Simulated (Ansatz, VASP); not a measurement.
**Al (liquid Al at 1200 K) in two plane-wave programs**

One calculation is typed for both programs; each brings its own data sets. How far apart do they land? The cell is taken from a series of runs on this material, whose earlier steps may have relaxed, scaled, displaced or heated it; both programs get it as it stands.

Main program and level: Ansatz 0.2.0; plane waves, with VASP 6.6.1 beside it; single point at PBE.

## 1. Set-up

The cell holds 111 atoms: 111 Al. Cell: a = 12.877 Å, b = 12.877 Å, c = 12.877 Å, α = 90.0°, β = 90.0°, γ = 90.0°. As first built, before any earlier steps moved the atoms (in the runner's words): 111 atoms (111 Al) placed at random at 2.39 g/cm^3, melted at 1500 K for 10 ps at fixed volume with the Finnis-Sinclair Al potential (Mendelev, file Al_mm.eam.fs of the LAMMPS distribution). Snapshot at the end of a hold of 10 ps at 1200 K and zero pressure. Then every atom was moved at random, 0.03 A r.m.s. a Cartesian component (hydrogen 0.6 of that).

## 2. Ansatz: single point, PBE

Ansatz runs on its default PAW (the set named soft_2) files.

A single point gives forces, pressure and levels at one fixed geometry, so differences don't come from the geometry; what else differs is listed under the comparison.

Contents of input.yaml:

```yaml
crystal:
  lattice:
    - [12.87678, 0.0, 0.0]
    - [0.0, 12.87678, 0.0]
    - [0.0, 0.0, 12.87678]
  atoms:
    - { symbol: Al, position: [0.11849, 0.8406, 0.906] }
    - { symbol: Al, position: [0.60522, 0.72146, 0.56117] }
    - { symbol: Al, position: [0.46975, 0.35795, 0.65392] }
    - { symbol: Al, position: [0.97819, 0.33023, 0.14733] }
    - { symbol: Al, position: [0.51752, 0.5556, 0.57011] }
    - { symbol: Al, position: [0.72536, 0.19027, 0.94785] }
    - { symbol: Al, position: [0.02159, 0.62824, 0.41863] }
    - { symbol: Al, position: [0.42112, 0.97772, 0.86187] }
    - { symbol: Al, position: [0.53753, 0.40234, 0.22282] }
    - { symbol: Al, position: [0.52277, 0.87041, 0.01319] }
    - { symbol: Al, position: [0.88459, 0.14467, 0.76579] }
    - { symbol: Al, position: [0.78559, 0.2967, 0.19606] }
    - { symbol: Al, position: [0.60395, 0.93458, 0.51009] }
    - { symbol: Al, position: [0.17967, 0.0456, 0.21003] }
    - { symbol: Al, position: [0.24937, 0.66533, 0.85959] }
    - { symbol: Al, position: [0.36896, 0.68767, 0.63711] }
    - { symbol: Al, position: [0.62698, 0.08915, 0.82061] }
    - { symbol: Al, position: [0.94239, 0.45312, 0.01265] }
    - { symbol: Al, position: [0.08748, 0.5991, 0.96322] }
    - { symbol: Al, position: [0.18368, 0.49471, 0.75331] }
    - { symbol: Al, position: [0.16602, 0.3154, 0.09078] }
    - { symbol: Al, position: [0.39091, 0.30716, 0.97168] }
    - { symbol: Al, position: [0.18534, 0.05148, 0.86452] }
    - { symbol: Al, position: [0.93226, 0.5767, 0.68273] }
    - { symbol: Al, position: [0.97977, 0.02093, 0.27315] }
    - { symbol: Al, position: [0.1638, 0.61904, 0.59414] }
    - { symbol: Al, position: [0.67505, 0.25294, 0.44491] }
    - { symbol: Al, position: [0.0902, 0.22525, 0.32262] }
    - { symbol: Al, position: [0.66193, 0.46322, 0.60079] }
    - { symbol: Al, position: [0.48264, 0.7043, 0.81737] }
[... 75 atom lines left out ...]
    - { symbol: Al, position: [0.00213, 0.09855, 0.54974] }
    - { symbol: Al, position: [0.16759, 0.2595, 0.51584] }
    - { symbol: Al, position: [0.92704, 0.01363, 0.92481] }
    - { symbol: Al, position: [0.65637, 0.78562, 0.20651] }
    - { symbol: Al, position: [0.13309, 0.37423, 0.92167] }
    - { symbol: Al, position: [0.05901, 0.88856, 0.11916] }
kpoints:
  mp_grid: { grid: [1, 1, 1] }
hamiltonian:
  xc: pbe
scf:
  occupations: { method: fermi_dirac, width: 0.05 }
output:
  forces: true
  eigenvalues: true
  populations: true
  stress: true
```

Run with:

```bash
ansatz run input.yaml --threads 4 --pin off --max-ram 8192MiB --backend cpu --events-out ev --progress --plain --runs-dir out
```

Numbers of over 12 decimals in the logs are rounded to 6 here.

The log of the run:

```text
Engine: ansatz 0.2.0, aarch64-unknown-linux-gnu
Pseudopotentials: kind: paw
Pseudopotential: Al, paw, valence charge 3, recommended cutoff 420 eV (normal), Al.paw.azcp
Functional definition: PBE
  parameter kappa = 0.804
  parameter beta = 0.066725
  exchange = pbe_x(kappa = kappa, mu = beta*pi^2/3)
  correlation = pbe_c(beta = beta)
Crystal: 111 atoms, lattice volume = 2135.118 Å³
Basis set: ecut = 420 eV, 41851 PW (Γ), exchange–correlation on 180×180×180 points (8 copies of the dense FFT grid, shifted against one another)
Bands: 278, of which v1, the nominal top of the filled ones, is band 167 counted from 1 (166 counted from 0)
Symmetry: 1 space group operations
Space group: P1 (ITA 1), of the structure as read, at distance tolerance 1.3e-4 Å
k-points: 1
Non-local potential: Al, projectors of the file, l = 0: 2, l = 1: 2, l = 2: 1
PAW form: soft (Blöchl's): semilocal exchange-correlation on the pseudo side does not see the compensation charge
PAW one-centre angular grid: Al, 110 points (default); XC on 64 Gauss nodes
Initial density: superposition of atomic densities (neutral atoms: chi_scale 0, normalization atom), corrected by the library's trained network
Initial wavefunctions: pseudopotential atomic-orbital guess
Functional: x = pbe(κ = 0.804, μ = 0.219515), c = pbe(β = 0.066725)
SCF iter   1: F=—  HF=-59629.490895 eV  |F-HF|=—  |Δ(HF+E_count)|=         —  Δρ=3.00e-3  dr2=8.60e-1  ethr=1.77e-3  ⟨swp⟩=6.0  Hψ=1349  notcnv=0  defer=29
preconditioner: auto → Kerker (q_TF=auto, 2.002 Å⁻¹)  [metal: Δε(μ)=0.034 eV  Ē_g=6.167 eV  σ=0.050 eV  W_gap=0.16  n_scr=256 (ndim 8)  ℏωp=14.7 eV  f_vac=0.000  D(μ)=51.85/eV (n_scr^D=340)]
SCF iter   2: F=—  HF=-59629.398543 eV  |F-HF|=—  |Δ(HF+E_count)|=   9.24e-2  Δρ=1.75e-3  dr2=2.56e-1  ethr=2.58e-4  ⟨swp⟩=1.0  Hψ=320  notcnv=0  defer=54
SCF iter   3: F=—  HF=-59629.355281 eV  |F-HF|=—  |Δ(HF+E_count)|=   4.33e-2  Δρ=2.60e-4  dr2=2.66e-3  ethr=7.69e-5  ⟨swp⟩=3.0  Hψ=413  notcnv=0  defer=54
SCF iter   4: F=—  HF=-59629.354963 eV  |F-HF|=—  |Δ(HF+E_count)|=   3.18e-4  Δρ=7.94e-5  dr2=2.56e-4  ethr=7.97e-7  ⟨swp⟩=2.0  Hψ=384  notcnv=0  defer=54
SCF iter   5: F=—  HF=-59629.354943 eV  |F-HF|=—  |Δ(HF+E_count)|=   2.01e-5  Δρ=1.65e-5  dr2=1.08e-5  ethr=7.70e-8  ⟨swp⟩=2.0  Hψ=353  notcnv=0  defer=54
SCF iter   6: F=—  HF=-59629.355235 eV  |F-HF|=—  |Δ(HF+E_count)|=   2.93e-4  Δρ=4.96e-6  dr2=1.28e-6  ethr=3.25e-9  ⟨swp⟩=2.0  Hψ=447  notcnv=0  defer=69
SCF iter   7: F=-59629.355235 eV  HF=-59629.355236 eV  |F-HF|=1.42e-8  |Δ(HF+E_count)|=   5.55e-8  Δρ=1.03e-6  dr2=5.74e-8  ethr=3.00e-11  ⟨swp⟩=15.0  Hψ=1654  notcnv=0
SCF 1 converged in 7 iterations: F = -59629.355235 eV  dr2 = 5.74e-8
  greatest PAW one-centre occupation: 0.500 electrons in one spin orbital (limit 2), on the Al atom at site 4 (counted from 0), in its partial waves of l = 0
SCF converged after 7 iterations
Free energy (F): -59629.355235 eV
Harris-Foulkes:  -59629.355236 eV  (|F-HF|=1.42e-8)
Internal energy: -59628.915746 eV  (E = F + TS)
E sigma→0 (E₀):  -59629.135491 eV
Entropy (-TS):   -0.439489 eV (-3.959 meV/atom)
Fermi energy:    6.078246 eV
--- Per-component energies (eV) ---
  E_band       = 729.086399
  E_kinetic    = 2395.888687
  E_local      = 271.003189  (includes V_loc(G=0)·N_el)
  E_nonlocal   = 1193.600791
  E_hartree    = 199.594715
  E_xc         = -4340.086576
  E_vxc        = -3118.670417  (∫ρ·V_xc dr)
  E_paw        = -51879.418493  (= ΣΔE_a)
  E_vpaw       = -411.925132  (= ΣTr[D̂ρ^β])
  E_aug_tail   = -0.000230  (compensation charges beyond the density's cutoff)
  E_ewald      = -7469.497829
  E_smearing   = -0.439489  (= −TS)
  E_closure    = -0.000000  (closes the sum)
  Σ components = -59629.355235   (vs F -59629.355235, Δ=0.00e0)
--- Forces (eV/Å), atoms counted from 1 ---
  atom   1  Al     0.21785094     0.07060330     0.81872778
  atom   2  Al     0.60439070     2.03323625     0.87925337
  atom   3  Al     0.15349883     0.04292530     1.07094275
  atom   4  Al    -0.33642933    -1.81630841     1.40052660
  atom   5  Al    -2.80311061     0.22124777     0.45668726
  atom   6  Al     1.38375311     0.41033438     0.40092865
  atom   7  Al     0.04862845    -0.34356376     0.11667620
  atom   8  Al    -0.93779708    -1.06258105    -1.18138466
  atom   9  Al     0.17991181     1.25267747     0.12839247
  atom  10  Al     0.12940572    -0.25968203     0.31117669
  atom  11  Al    -0.31500572     0.96038535    -0.20229124
  atom  12  Al    -0.68224907     0.36190168     0.42939385
  atom  13  Al     0.85249688     0.31597854     1.84765526
  atom  14  Al    -0.39839698     0.92001928     1.09045285
  atom  15  Al     0.67123735    -0.05747555    -0.35294584
  atom  16  Al    -0.82658932    -1.16047192     0.44789445
  atom  17  Al     0.00944966    -0.80513899    -1.48720038
  atom  18  Al    -0.26834808     1.08676810    -0.55447183
[...]
atom  48  Al    -0.30236678    -0.55708978     0.35635908
  atom  49  Al     1.23760358     0.43473529    -2.68383604
  atom  50  Al    -0.46641047     0.20218801    -1.01946103
  atom  51  Al     0.18536088    -0.31240681    -0.10463577
  atom  52  Al    -0.83764735     0.98234877     0.86645830
  atom  53  Al    -0.16615683     0.70494253    -0.08580786
[...]
atom 104  Al     1.25509654     0.02977301     0.28942858
  atom 105  Al    -0.43803432     0.25824501    -0.28335763
  atom 106  Al    -0.23094063    -0.82192209     0.00362455
  atom 107  Al     0.82591906    -0.90214333     0.06940589
  atom 108  Al     0.38648872     0.23684112    -0.21324315
  atom 109  Al    -0.84883465    -0.61058614    -1.34633842
  atom 110  Al    -0.11599273     0.56222101    -1.93810251
  atom 111  Al    -0.73669028     0.06641777     0.10846993
  max |Σ_I F_I| component: 6.44e-6 eV/Å
--- Stress (GPa, compression-positive) ---
        0.911220      -0.324949       0.076671
       -0.324949       0.398825      -0.207821
        0.076671      -0.207821       1.485319
  P = ⅓ Tr σ = 0.9318 GPa (9.318 kbar)
--- Band table (eV) ---
  k-point 0: bands = [... 163 lower, 5.9811, 6.0098, 6.0467, 6.0730, 6.1064, 6.1355, 6.1717, 6.2924, ... 107 higher]
--- Löwdin populations: 111 sites ---
  site symbol       q [e]
     0     Al      2.9268
     1     Al      2.9384
     2     Al      2.9811
     3     Al      3.0568
     4     Al      3.0064
     5     Al      2.9687
     6     Al      2.9206
     7     Al      2.9408
     8     Al      2.9662
     9     Al      2.9558
    10     Al      2.9439
    11     Al      2.9521
    12     Al      2.9757
    13     Al      2.9449
    14     Al      2.9991
    15     Al      2.9436
    16     Al      3.0152
    17     Al      2.9999
    18     Al      2.9251
    19     Al      2.9627
    20     Al      3.0041
    21     Al      2.9987
    22     Al      2.9997
    23     Al      2.8583
[...]
103     Al      2.9013
   104     Al      2.9000
   105     Al      2.9562
   106     Al      2.9846
   107     Al      2.8804
   108     Al      3.0011
   109     Al      2.8824
   110     Al      2.9542
  spilling = 0.012501 (of n_electrons = 333.000000)
```

The run ends at a pressure of 0.93 GPa, with forces up to 3.7 eV/Å.

## 3. VASP: single point, PBE

The same cell, functional, mesh and smearing now go to VASP, with its own data sets.

Lines of VASP's logs that name or quote its potential files are left out, and so is its time.

Contents of INCAR:

```
SYSTEM = Al
PREC = Accurate
ENCUT = 500
EDIFF = 1E-06
NELM = 120
ISMEAR = -1
SIGMA = 0.05
LREAL = Auto
ALGO = Normal
GGA = PE
NBANDS = 256
LORBIT = 11
LWAVE = .FALSE.
LCHARG = .FALSE.
ISIF = 2
LASPH = .TRUE.
GGA_COMPAT = .FALSE.
NCORE = 4
```

Contents of POSCAR:

```
Al
1.0
   12.8767800000      0.0000000000      0.0000000000
    0.0000000000     12.8767800000      0.0000000000
    0.0000000000      0.0000000000     12.8767800000
Al
111
Direct
    0.1184900000      0.8406000000      0.9060000000
    0.6052200000      0.7214600000      0.5611700000
    0.4697500000      0.3579500000      0.6539200000
    0.9781900000      0.3302300000      0.1473300000
    0.5175200000      0.5556000000      0.5701100000
    0.7253600000      0.1902700000      0.9478500000
    0.0215900000      0.6282400000      0.4186300000
    0.4211200000      0.9777200000      0.8618700000
    0.5375300000      0.4023400000      0.2228200000
    0.5227700000      0.8704100000      0.0131900000
    0.8845900000      0.1446700000      0.7657900000
    0.7855900000      0.2967000000      0.1960600000
    0.6039500000      0.9345800000      0.5100900000
    0.1796700000      0.0456000000      0.2100300000
    0.2493700000      0.6653300000      0.8595900000
    0.3689600000      0.6876700000      0.6371100000
    0.6269800000      0.0891500000      0.8206100000
    0.9423900000      0.4531200000      0.0126500000
    0.0874800000      0.5991000000      0.9632200000
    0.1836800000      0.4947100000      0.7533100000
    0.1660200000      0.3154000000      0.0907800000
    0.3909100000      0.3071600000      0.9716800000
    0.1853400000      0.0514800000      0.8645200000
    0.9322600000      0.5767000000      0.6827300000
    0.9797700000      0.0209300000      0.2731500000
    0.1638000000      0.6190400000      0.5941400000
    0.6750500000      0.2529400000      0.4449100000
    0.0902000000      0.2252500000      0.3226200000
    0.6619300000      0.4632200000      0.6007900000
    0.4826400000      0.7043000000      0.8173700000
[... 75 atom lines left out ...]
    0.0021300000      0.0985500000      0.5497400000
    0.1675900000      0.2595000000      0.5158400000
    0.9270400000      0.0136300000      0.9248100000
    0.6563700000      0.7856200000      0.2065100000
    0.1330900000      0.3742300000      0.9216700000
    0.0590100000      0.8885600000      0.1191600000
```

Contents of KPOINTS:

```
Automatic mesh
0
Gamma
1 1 1
0 0 0
```

The projector-augmented-wave data sets are Al (PBE family, release 64).

Run with:

```bash
mpirun -np 16 vasp_gam
```

The log of the run:

```text
[banner, memory and clock lines left out]
running   16 mpi-ranks, on    1 nodes
[...]
LDA part: xc-table for (Slater+PW92), standard interpolation
 POSCAR, INCAR and KPOINTS ok, starting setup
[...]
entering main loop
       N       E                     dE             d eps       ncg     rms          rms(c)
DAV:   1     0.105622383693E+04    0.10562E+04   -0.12700E+05   512   0.107E+03
DAV:   2    -0.244148387170E+03   -0.13004E+04   -0.11584E+04   680   0.163E+02
DAV:   3    -0.385644748854E+03   -0.14150E+03   -0.13381E+03   632   0.457E+01
DAV:   4    -0.389720263413E+03   -0.40755E+01   -0.40205E+01   600   0.837E+00
[...]
DAV:  15    -0.382432188665E+03   -0.20112E-05   -0.32946E-05   576   0.895E-03    0.828E-03
DAV:  16    -0.382432185482E+03    0.31831E-05   -0.64430E-06   560   0.431E-03    0.789E-03
DAV:  17    -0.382432184632E+03    0.84974E-06   -0.11571E-06   304   0.186E-03
   1 F= -.38243218E+03 E0= -.38221253E+03  d E =-.439302E+00
```

From OUTCAR (step 3):

```text
  Total       11.8372555      5.0319311     19.4440234     -4.3207146     -2.7714731      0.9985859
  in kB        8.8825933      3.7759257     14.5906584     -3.2422338     -2.0796939      0.7493318
  external PRESSURE =       9.0830591 kB  Pullay stress =       0.0000000 kB

 POSITION                                       TOTAL-FORCE (eV/Angst)
 -----------------------------------------------------------------------------------
      1.52577     10.82422     11.66636         0.217059      0.071793      0.818344
      7.79328      9.29008      7.22606         0.606712      2.032273      0.875653
      6.04887      4.60924      8.42038         0.150608      0.043627      1.068724
     12.59594      4.25230      1.89714        -0.334637     -1.814713      1.402859
[...]
3.14168      0.48636      8.75634         1.120656      1.163124     -1.663548
      3.00969      3.90823      9.37661         1.533000      1.441051     -1.076235
      8.03382      0.44412      1.84898         0.546616     -0.201326     -0.004424
      7.87402      6.66425     11.03772        -1.840806      0.434526     -0.109480
      4.47919     12.66830      4.61324        -0.481525     -0.649528      0.398240
      3.38080      5.17209      4.88545        -0.640463     -0.214247     -1.720192
      0.52228     10.26885      7.57618        -0.082339      0.379277     -0.977404
      9.85009      5.29879     11.08832         0.407736     -0.959959      1.096983
      9.83335      1.71699      7.04579         1.380948     -1.961549      1.601231
[...]
-----------------------------------------------------------------------------------
    total drift:                               -0.046842     -0.007664      0.025414

  FREE ENERGIE OF THE ION-ELECTRON SYSTEM (eV)
  ---------------------------------------------------
  free  energy   TOTEN  =      -382.4321846323 eV

  energy  without entropy=     -381.9928829114  energy(sigma->0) =     -382.21253377

[... 3 further parts left out ...]
[key lines of the parts left out:]
E-fermi :   6.1293
```

The run ends at a pressure of 0.91 GPa, with forces up to 3.7 eV/Å.

## 4. Comparison

Known differences besides the potentials themselves: the cutoff is 420 eV in Ansatz and 500 eV in VASP (PREC = Accurate, projectors in real space). Total energies have different zeros and are not compared.

The two programs side by side:

```csv
quantity,Ansatz,VASP,difference
pressure (GPa),0.93,0.91,+0.02
```

Forces on 9 of the 111 atoms, those with the largest forces and the largest differences (eV/Å; atoms numbered as in POSCAR):

```csv
atom,"Ansatz x, y, z","VASP x, y, z"
Al5,"-2.803, 0.221, 0.457","-2.801, 0.220, 0.457"
Al22,"-0.295, 3.370, 0.353","-0.295, 3.370, 0.344"
Al24,"-1.350, 0.113, -1.307","-1.351, 0.106, -1.305"
Al29,"1.306, -2.303, 1.269","1.308, -2.304, 1.276"
Al32,"-0.082, 1.327, 2.725","-0.081, 1.324, 2.725"
Al43,"-0.026, -0.735, -0.512","-0.028, -0.743, -0.509"
Al49,"1.238, 0.435, -2.684","1.238, 0.435, -2.684"
Al66,"1.384, -1.966, 1.601","1.381, -1.962, 1.601"
Al99,"-2.333, -2.455, 1.406","-2.331, -2.456, 1.407"
```

The forces differ by 2.4 meV/Å r.m.s., which is 0.3 % of the r.m.s. force of 0.873 eV/Å (both taken over all components).

## 5. Summary of results

```
r.m.s. force difference (single point, PBE) : 0.27 % of the r.m.s. force
```

In words: The r.m.s. force difference is 0.27 % of the r.m.s. force (single point, PBE), within the 3 % picked in this series as the mark of a large difference. How closely two codes agree says nothing of how well the functional describes the real material.

[Lines on the potential files, build, host, timing and source positions are cut from VASP's logs without a mark.]

[Logs are printed without paths, hosts, clocks, repeated set-up lines and the standing remarks that a program may print on its own settings, such as how far it seeks lower states.]

[Hosts, paths, dates, database ids (printed as entryN), source tags and the programs' standing remarks are cut or masked in the printed files.]
